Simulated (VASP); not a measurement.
A convergence study with VASP on Ge (diamond): one setting is varied, all else stays as given below, so the limit is that of these other settings. Each run relaxes cell and ions from the cell shown. The basis is that of the starting cell, so low cut-offs carry a Pulay error.

```yaml
crystal:
  lattice:
    - [0.00000, 2.82900, 2.82900]
    - [2.82900, 0.00000, 2.82900]
    - [2.82900, 2.82900, 0.00000]
  atoms:
    - { symbol: Ge, position: [0.00000, 0.00000, 0.00000] }
    - { symbol: Ge, position: [0.25000, 0.25000, 0.25000] }
```

These are LDA (Ceperley-Alder, Perdew-Zunger), VASP's LDA PAW potentials (set 64) (plane waves; VASP) values and carry that method's errors. The tightest run used: 700 eV cut-off, 7×7×7 Γ-centred mesh, Gaussian smearing of 0.050 eV, potentials Ge_d.

| setting | relaxed volume (Å³/atom) | E (eV/atom) | plane waves |
|---|---|---|---|
| ENCUT = 250 | 20.160 | -5.2563 | 418 |
| ENCUT = 300 | 21.937 | -5.1870 | 547 |
| ENCUT = 350 | 22.230 | -5.1860 | 683 |
| ENCUT = 400 | 22.119 | -5.1856 | 869 |

Q: These are the cheaper rows. Estimate the results at ENCUT = 700, and how far the last row shown lies from them.

A: 
```tsv
quantity	tightest run	last row shown is off by
relaxed volume (Å³/atom)	22.243	-0.125
E (eV/atom)	-5.1846	-0.0010
```

Left out are rungs that failed or repeat a setting and relaxations that didn't move; long series are thinned to 24 rows.

The compound is Ge in the diamond structure.
